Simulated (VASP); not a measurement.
# InP (relaxed from the h-BN structure, space group P6_3/mmc): computed properties

Computed with r2SCAN meta-GGA, VASP's PBE PAW potentials (set 64) (plane waves; VASP).

```
Item                                                                                     Result
----------------------------------  -----------------------------------------------------------
space group                                                                      P6_3/mmc (194)
cell                                a = b = 4.3837 Å, c = 6.0035 Å, α = β = 90.00°, γ = 120.00°
volume per atom                                                                  24.98 Å^3/atom
band gap (over mesh and band path)                     none (metal, semimetal or under 0.01 eV)
density                                                                              4.85 g/cm³
```

```cif
data_In2P2
_chemical_formula_sum 'In2 P2'
_space_group_name_H-M_alt 'P 1'
_space_group_IT_number 1
_cell_length_a 4.38374
_cell_length_b 4.38374
_cell_length_c 6.00351
_cell_angle_alpha 90.000
_cell_angle_beta 90.000
_cell_angle_gamma 120.000
loop_
_space_group_symop_operation_xyz
  'x, y, z'
loop_
_atom_site_label
_atom_site_type_symbol
_atom_site_fract_x
_atom_site_fract_y
_atom_site_fract_z
_atom_site_occupancy
In1 In 0.33333 0.66667 0.25000 1
In2 In 0.66667 0.33333 0.75000 1
P1 P 0.33333 0.66667 0.75000 1
P2 P 0.66667 0.33333 0.25000 1
```

Unless said otherwise, spin-orbit coupling is left out, though it shifts the bands of the heavy elements here.

The structure was generated: InP was put into the h-BN type (P6_3/mmc), which need not be its known phase. It was relaxed first, which changed the volume by -35 %. Symmetry was kept, so distortions that lower it aren't found.
